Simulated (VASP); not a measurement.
# GeAu2 with revPBE + D4: from relaxation to properties, part 2 of 2

Wanted: the relaxed cell of GeAu2 and its properties. The cell is invented: other elements were put on sites of a known structure type. It may not be a known or stable phase.

VASP 6.6.1; revPBE with D4; plane waves and PAW (Ge_d, Au); invented cell.

Still holding for the runs below: The k-mesh is coarse for a metal.

So far. Step 8 (Volume scan with revPBE + D4 (run 2)): The run ends at a pressure of 5.57 GPa, with forces up to 0.023 eV/Å.

The database entry behind the starting cell differs from later determinations by our own check (c about 0.5 % long), so it need not match the best structure at ambient conditions.

## Step 9: Volume scan with revPBE + D4 (run 3)

INCAR reads:

```
SYSTEM = GeAu2
PREC = Accurate
ENCUT = 410
EDIFF = 1E-06
NELM = 100
ISMEAR = -1
SIGMA = 0.05
LREAL = .FALSE.
ALGO = Normal
GGA = RE
IVDW = 13
LORBIT = 11
LWAVE = .FALSE.
LCHARG = .FALSE.
ISIF = 2
```

POSCAR reads:

```
GeAu2
1.0
    3.0704628176      0.0000000000      0.0000000000
   -1.5352314088      2.6590988018      0.0000000000
    0.0000000000      0.0000000000      6.3062798896
Ge Au
1 2
Direct
    0.0000000000      0.0000000000      0.0000000000
    0.3333333300      0.6666666700      0.3216872035
    0.6666666700      0.3333333300      0.6783127965
```

KPOINTS reads:

```
Automatic mesh
0
Gamma
8 8 4
0 0 0
```

Potentials, in the order of the species: Ge_d and Au (PBE family, release 64).

Run with:

```
> mpirun -np 1 vasp_std
```

Run time: 32 s. Hardware: 1 MPI rank of Intel Xeon Platinum 8488C (Sapphire Rapids), shared host; peak memory 0.16 GiB.

The pressure falls from 5.57 to 2.59 GPa.

The run ends at a pressure of 2.59 GPa, with forces up to 0.0056 eV/Å.

## Step 10: Volume scan with revPBE + D4 (run 4)

INCAR is that of step 9.

POSCAR reads:

```
GeAu2
1.0
    3.0912098173      0.0000000000      0.0000000000
   -1.5456049087      2.6770662306      0.0000000000
    0.0000000000      0.0000000000      6.3488911814
Ge Au
1 2
Direct
    0.0000000000      0.0000000000      0.0000000000
    0.3333333300      0.6666666700      0.3216872035
    0.6666666700      0.3333333300      0.6783127965
```

KPOINTS is that of step 9.

Run with:

```
> mpirun -np 1 vasp_std
```

Elapsed: 27 s, on 1 MPI rank; peak memory 0.16 GiB.

The pressure falls from 2.59 to -0.03 GPa.

The run ends at a pressure of -0.03 GPa, with forces up to 0.0071 eV/Å.

## Step 11: Volume scan with revPBE + D4 (run 5)

INCAR is that of step 10.

POSCAR reads:

```
GeAu2
1.0
    3.1116820021      0.0000000000      0.0000000000
   -1.5558410011      2.6947956627      0.0000000000
    0.0000000000      0.0000000000      6.3909380437
Ge Au
1 2
Direct
    0.0000000000      0.0000000000      0.0000000000
    0.3333333300      0.6666666700      0.3216872035
    0.6666666700      0.3333333300      0.6783127965
```

KPOINTS is that of step 10.

Run with:

```
> mpirun -np 1 vasp_std
```

The job ended after 29 s (1 MPI rank; peak memory 0.18 GiB).

The pressure falls from -0.03 to -2.34 GPa.

The run ends at a pressure of -2.34 GPa, with forces up to 0.015 eV/Å.

## Step 12: Volume scan with revPBE + D4 (run 6)

INCAR is that of step 11.

POSCAR reads:

```
GeAu2
1.0
    3.1318882956      0.0000000000      0.0000000000
   -1.5659441478      2.7122948262      0.0000000000
    0.0000000000      0.0000000000      6.4324388043
Ge Au
1 2
Direct
    0.0000000000      0.0000000000      0.0000000000
    0.3333333300      0.6666666700      0.3216872035
    0.6666666700      0.3333333300      0.6783127965
```

KPOINTS is that of step 11.

Run with:

```
> mpirun -np 1 vasp_std
```

It took 36 s on 1 MPI rank; peak memory 0.18 GiB.

The pressure falls from -2.34 to -4.36 GPa.

The run ends at a pressure of -4.36 GPa, with forces up to 0.020 eV/Å.

## Step 13: Volume scan with revPBE + D4 (run 7)

A prediction first. A parabola through the 6 pressures of evenly scaled cells so far, P = -0.05 -123.6 t +354 t² GPa with t = ln(V/V₁) and V₁ the volume at scale 1, gives -6.05 GPa at t = +0.0583.

INCAR is that of step 12.

POSCAR reads:

```
GeAu2
1.0
    3.1518371665      0.0000000000      0.0000000000
   -1.5759185833      2.7295710552      0.0000000000
    0.0000000000      0.0000000000      6.4734108567
Ge Au
1 2
Direct
    0.0000000000      0.0000000000      0.0000000000
    0.3333333300      0.6666666700      0.3216872035
    0.6666666700      0.3333333300      0.6783127965
```

KPOINTS is that of step 12.

Run with:

```
> mpirun -np 1 vasp_std
```

It took 33 s on 1 MPI rank; peak memory 0.18 GiB.

The pressure falls from -4.36 to -6.10 GPa. The parabola predicted -6.05 GPa, +0.06 GPa off.

## Step 14: The series together

Times are for 1 MPI rank of Intel Xeon Platinum 8488C (Sapphire Rapids), shared host. The series side by side:

```
no.  volume scale  energy above the lowest point (meV/atom)  pressure (GPa)  time  memory (GiB)
  1          0.94                                      28.7           8.971  19 s          0.16
  2          0.96                                     12.48           5.566  26 s          0.16
  3          0.98                                       3.2           2.585  32 s          0.16
  4             1                                         0        -0.03124  27 s          0.16
  5          1.02                                      2.19          -2.341  29 s          0.18
  6          1.04                                      9.17          -4.362  36 s          0.18
  7          1.06                                      20.4          -6.101  33 s          0.18
```

## Step 15: Fit for revPBE + D4

This step: Birch-Murnaghan fit, revPBE with D4; plane waves and PAW; invented cell (VASP 6.6.1).

This step runs nothing: it gathers the runs above.

This step gave:

```
pressure derivative of the bulk modulus : 5.082
r.m.s. error of the fit                 : 8.96e-6 eV/atom
minimum inside the sampled range        : yes
bulk modulus                            : 122.5 GPa
equilibrium volume of the fit           : 17.54 Å³/atom
```

Energy above the fitted minimum against volume:

```
volume (Å³/atom)  energy above the fitted minimum (eV/atom)
          16.462                                     0.0287
          16.813                                     0.0125
          17.163                                    0.00322
          17.513                                     2.3e-5
          17.863                                    0.00221
          18.214                                    0.00919
          18.564                                     0.0204
```

The fitted volume lies +0.15 % from the relaxed one. At a finite cutoff and mesh the minimum of the energy and the zero of the stress don't quite coincide, and the relaxation stops at a threshold. The atoms bear forces along the scan, since they were held; freeing them would lower the modulus.

## Step 16: Core levels (revPBE + D4)

This step: revPBE with D4; plane waves and PAW (Ge_d, Au); invented cell (VASP 6.6.1).

Core levels shift with the potential at each site, so they tell like atoms on unlike sites apart.

INCAR: that of step 13 with these lines changed.

```diff
@@ -14,2 +14,2 @@
 LCHARG = .FALSE.
-ISIF = 2
+ICORELEVEL = 1
```

POSCAR reads:

```
GeAu2
1.0
    3.0912098173      0.0000000000      0.0000000000
   -1.5456049087      2.6770662306      0.0000000000
    0.0000000000      0.0000000000      6.3488911814
Ge Au
1 2
Direct
    0.0000000000      0.0000000000      0.0000000000
    0.3333333300      0.6666666700      0.3216872035
    0.6666666700      0.3333333300      0.6783127965
```

KPOINTS is that of step 13.

Run with:

```
> mpirun -np 1 vasp_std
```

It took 17 s on 1 MPI rank; peak memory 0.15 GiB.

These are scalar-relativistic Kohn-Sham levels of the ground state, with no core hole, so they are not binding energies.

This step gave:

* free energy (TOTEN): -12.22 eV
* energy at zero smearing: -12.22 eV
* Fermi energy: 8.716 eV
* pressure: -0.03124 GPa

Kohn-Sham core levels. Core levels, by row:

```
atom  shell  level below the Fermi level (eV)
 Ge1     1s                             10955
 Ge1     2s                              1367
 Ge1     2p                              1194
 Ge1     3s                               164
 Ge1     3p                             111.1
 Au2     1s                             80746
 Au2     2s                             14243
 Au2     2p                             12309
 Au2     3s                              3360
 Au2     3p                              2799
 Au2     3d                              2202
 Au2     4s                             727.5
 Au2     4p                             543.8
 Au2     4d                             323.4
 Au2     4f                             78.86
 Au2     5s                             105.9
 Au2     5p                             57.19
 Au3     1s                             80746
 Au3     2s                             14243
 Au3     2p                             12309
 Au3     3s                              3360
 Au3     3p                              2799
 Au3     3d                              2202
 Au3     4s                             727.5
 Au3     4p                             543.8
 Au3     4d                             323.4
 Au3     4f                             78.86
 Au3     5s                             105.9
 Au3     5p                             57.19
```

Atoms of one element give levels within 0.1 eV of each other.

## Step 17: Relaxing the atoms (revPBE + D4), changed input

This run is made with a changed input; what comes of it follows.

INCAR reads:

```
SYSTEM = GeAu2
PREC = Accurate
ENCUT = 410
EDIFF = 1E-06
NELM = 78
ISMEAR = -1
SIGMA = 0.05
LREAL = .FALSE.
ALGO = Normal
GGA = QQ
IVDW = 13
LORBIT = 11
LWAVE = .FALSE.
LCHARG = .FALSE.
IBRION = 2
NSW = 30
ISIF = 2
EDIFFG = -0.01
```

POSCAR is that of step 16.

KPOINTS is that of step 16.

Run with:

```
> mpirun -np 1 vasp_std
```

Run time: 0.8 s. Hardware: 1 MPI rank.

The input was rejected at the start.

VASP's message: “Error: One of the selected functionals does not exist.”. No number of this run is used.

The fault in the input: unknown functional word (GGA = "QQ"). Use a GGA word that VASP lists.

## Step 18: Outcome

```yaml
relaxed_volume: 17.51 Å³/atom
relaxed_conventional_cell_a_b_c: 3.091, 3.091, 6.349 Å; angles 90.0, 90.0, 120.0°
space_group_after_relaxing_within_0p02_a: P-3m1 (No. 164)
band_gap: none, a metal
dos_at_the_fermi_level: 0.827 states/eV/cell
bulk_modulus_from_the_fit: 123 GPa
volume_from_the_fit: 17.5 Å³/atom
shallowest_level_of_the_frozen_cores: Au2 5p, 57.2 eV deep
```

With revPBE + D4, GeAu2 relaxes to 17.51 Å³/atom in space group P-3m1 (held by the symmetry of the run), comes out as a metal and has a bulk modulus of 123 GPa at fixed shape and positions, an upper bound. Bands along the symmetry lines (revPBE + D4): Of the bands kept, 2 cross the Fermi level on this path. Spin-orbit coupling is left out, and with elements this heavy it would split and shift bands near the Fermi level. The k-sampling is coarse for a metal, so the Fermi level, pressures and the shape of the cell carry errors. No search among competing phases was made. All values are for a static lattice at zero temperature.

[Lines on the potential files, build, host, timing and source positions are cut from VASP's logs without a mark.]

[Logs are printed without paths, hosts, clocks, repeated set-up lines and the standing remarks that a program may print on its own settings, such as how far it seeks lower states.]

[Hosts, paths, dates, database ids (printed as entryN), source tags and the programs' standing remarks are cut or masked in the printed files.]

[A measured line is paired with the nearest computed mode of its activity, which favours agreement.]
